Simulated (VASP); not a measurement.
Computed with PBE GGA, VASP's PBE PAW potentials (set 64) (plane waves; VASP).

A VASP calculation is set up with these files.

### KPOINTS
```
Automatic mesh
0
Gamma
5 5 3
0 0 0
```

POSCAR:
```
Zr
1
    1.6230750000    -2.8112480000     0.0000000000
    1.6230750000     2.8112480000     0.0000000000
    0.0000000000     0.0000000000     5.1757500000
Zr
2
Direct
  0.3333330000   0.6666670000   0.2500000000
  0.6666670000   0.3333330000   0.7500000000
```

INCAR:
```
SYSTEM=Zr
PREC=Accurate; ENCUT=300; LREAL=.FALSE.
LASPH=.TRUE.
EDIFF=1E-6; NELM=100; ALGO=Normal
LMAXMIX=4
ISMEAR=-1; SIGMA=0.1
GGA=PE
ISIF=2
LWAVE=.FALSE.; LCHARG=.FALSE.
```

POTCAR, in this order: Zr_sv (PBE.64 set). Program: vasp_std.

What VASP printed:

**OSZICAR**
```
       N       E                     dE             d eps       ncg     rms          rms(c)
DAV:   1     0.139634528318E+03    0.13963E+03   -0.10623E+04   336   0.993E+02
DAV:   2    -0.691440657256E+01   -0.14655E+03   -0.14513E+03   416   0.315E+02
DAV:   3    -0.176959635904E+02   -0.10782E+02   -0.10760E+02   616   0.575E+01
DAV:   4    -0.178084285051E+02   -0.11246E+00   -0.11246E+00   344   0.707E+00
DAV:   5    -0.178106878505E+02   -0.22593E-02   -0.22593E-02   472   0.757E-01    0.138E+01
DAV:   6    -0.171918395449E+02    0.61885E+00   -0.95261E-01   320   0.844E+00    0.541E+00
DAV:   7    -0.170571483976E+02    0.13469E+00   -0.60670E-01   432   0.586E+00    0.109E+00
DAV:   8    -0.170595244331E+02   -0.23760E-02   -0.35313E-02   464   0.151E+00    0.232E-01
DAV:   9    -0.170595120178E+02    0.12415E-04   -0.10791E-03   376   0.296E-01    0.367E-02
DAV:  10    -0.170594459227E+02    0.66095E-04   -0.20530E-05   472   0.298E-02    0.179E-02
DAV:  11    -0.170594221462E+02    0.23776E-04   -0.68059E-06   408   0.244E-02    0.624E-03
DAV:  12    -0.170594237085E+02   -0.15622E-05   -0.27073E-07   216   0.482E-03    0.278E-03
DAV:  13    -0.170594243076E+02   -0.59911E-06   -0.61669E-08   192   0.316E-03
   1 F= -.17059424E+02 E0= -.17023451E+02  d E =-.719465E-01
```

### OUTCAR
```
------------------------ aborting loop because EDIFF is reached ----------------------------------------
  FORCE on cell =-STRESS in cart. coord.  units (eV):
  Direction    XX          YY          ZZ          XY          YZ          ZX
  --------------------------------------------------------------------------------------
  Total       -0.2194211     -0.2194211     -0.6598636      0.0000000      0.0000000      0.0000000
  in kB       -7.4429998     -7.4429979    -22.3832801      0.0000000      0.0000000      0.0000000
  external PRESSURE =     -12.4230926 kB  Pullay stress =       0.0000000 kB
  volume of cell :       47.23
      direct lattice vectors                 reciprocal lattice vectors
     1.623075000 -2.811248000  0.000000000     0.308057237 -0.177856952  0.000000000
     1.623075000  2.811248000  0.000000000     0.308057237  0.177856952  0.000000000
     0.000000000  0.000000000  5.175750000     0.000000000  0.000000000  0.193208714
 POSITION                                       TOTAL-FORCE (eV/Angst)
 -----------------------------------------------------------------------------------
      1.62308      0.93708      1.29394         0.000000      0.000000      0.000000
      1.62308     -0.93708      3.88181        -0.000000     -0.000000      0.000000
 -----------------------------------------------------------------------------------
    total drift:                               -0.000147      0.001134     -0.000021
  FREE ENERGIE OF THE ION-ELECTRON SYSTEM (eV)
  ---------------------------------------------------
  free  energy   TOTEN  =       -17.0594243076 eV

  energy  without entropy=      -16.9874778529  energy(sigma->0) =      -17.02345108
```
(Selected blocks of OUTCAR.)

At this cut-off the stress carries a Pulay error, which pulls relaxed volumes low.

The structure is a typed Zr crystal (P6_3/mmc). The cell was not relaxed at this level. The k-mesh is coarse (spacing up to 0.45 per Å, 2π included), so the numbers may not be converged in it. The run is one of a series of settings (KPOINTS 5×5×3 Γ-centred mesh against the base run), some of them coarse on purpose.
